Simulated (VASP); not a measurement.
Output of a VASP run:

### OSZICAR
```
       N       E                     dE             d eps       ncg     rms          rms(c)
DAV:   1     0.517574956431E+02    0.51757E+02   -0.68733E+03   872   0.114E+03
DAV:   2    -0.147561372664E+02   -0.66514E+02   -0.59661E+02   976   0.187E+02
DAV:   3    -0.168006390778E+02   -0.20445E+01   -0.20199E+01  1072   0.322E+01
DAV:   4    -0.168204330771E+02   -0.19794E-01   -0.19788E-01   968   0.372E+00
DAV:   5    -0.168207417246E+02   -0.30865E-03   -0.30864E-03  1076   0.497E-01    0.842E+00
DAV:   6    -0.163712749130E+02    0.44947E+00   -0.24908E+00   972   0.155E+01    0.218E+00
DAV:   7    -0.162925307008E+02    0.78744E-01   -0.19721E-01   936   0.454E+00    0.164E+00
DAV:   8    -0.162630719905E+02    0.29459E-01   -0.32451E-02   988   0.179E+00    0.253E-01
DAV:   9    -0.162630717181E+02    0.27234E-06   -0.19757E-03   992   0.434E-01    0.164E-01
DAV:  10    -0.162632189954E+02   -0.14728E-03   -0.33635E-04   932   0.154E-01    0.178E-02
DAV:  11    -0.162632165447E+02    0.24507E-05   -0.18439E-05  1032   0.453E-02    0.826E-03
DAV:  12    -0.162632184496E+02   -0.19049E-05   -0.57425E-06   908   0.182E-02    0.227E-03
DAV:  13    -0.162632183656E+02    0.83970E-07   -0.59359E-07  1032   0.788E-03
   1 F= -.17526460E+02 E0= -.17526971E+02  d E =0.153158E-02
```

**OUTCAR**
```
------------------------ aborting loop because EDIFF is reached ----------------------------------------
 Edisp (eV)   -1.26324
  FORCE on cell =-STRESS in cart. coord.  units (eV):
  Direction    XX          YY          ZZ          XY          YZ          ZX
  --------------------------------------------------------------------------------------
  Total      -1.27964    -1.27964    -1.27964    -0.00000     0.00000     0.00000
  in kB     -39.13585   -39.13585   -39.13585    -0.00000     0.00000     0.00000
  external pressure =      -39.14 kB  Pullay stress =        0.00 kB
  volume of cell :       52.39
      direct lattice vectors                 reciprocal lattice vectors
     0.000000000  2.969823984  2.969823984    -0.168360146  0.168360146  0.168360146
     2.969823984  0.000000000  2.969823984     0.168360146 -0.168360146  0.168360146
     2.969823984  2.969823984  0.000000000     0.168360146  0.168360146 -0.168360146
 POSITION                                       TOTAL-FORCE (eV/Angst)
 -----------------------------------------------------------------------------------
      1.48491      1.48491      1.48491         0.000000      0.000000      0.000000
      4.45474      4.45474      4.45474        -0.000000     -0.000000     -0.000000
      0.00000      0.00000      0.00000        -0.000000     -0.000000     -0.000000
 -----------------------------------------------------------------------------------
    total drift:                                0.000000     -0.000000      0.000000
  FREE ENERGIE OF THE ION-ELECTRON SYSTEM (eV)
  ---------------------------------------------------
  free  energy   TOTEN  =       -17.5264604748 eV

  energy  without entropy=      -17.5279920541  energy(sigma->0) =      -17.52697100
```
(Selected blocks of OUTCAR.)

### POSCAR
```
PtAl2
1
    0.0000000000     2.9698239844     2.9698239844
    2.9698239844     0.0000000000     2.9698239844
    2.9698239844     2.9698239844     0.0000000000
Al Pt
2 1
Direct
  0.2500000000   0.2500000000   0.2500000000
  0.7500000000   0.7500000000   0.7500000000
  0.0000000000   0.0000000000   0.0000000000
```

Q: Reconstruct the remaining input files.

A: This is not unique; one that fits is the input of the run itself, PBE GGA with D3 dispersion (Becke-Johnson damping), plane waves, VASP's PBE PAW potentials (set 64).

### INCAR
```
SYSTEM = PtAl2
PREC = Accurate
ENCUT = 520
EDIFF = 1E-7
NELM = 100
ALGO = Normal
LREAL = .FALSE.
LASPH = .TRUE.
ISMEAR = 1
SIGMA = 0.1
GGA = PE
IVDW = 12
LMAXMIX = 6
LWAVE = .FALSE.
LCHARG = .FALSE.
ISIF = 2
```

KPOINTS:
```
K-points
0
gamma
  9 9 9
```

POTCAR, in this order: Al Pt (PBE.64 set). Program: vasp_std.

The compound is PtAl2 in the fluorite structure. This cell is one point of a volume scan, at 1.03 of the reference volume.
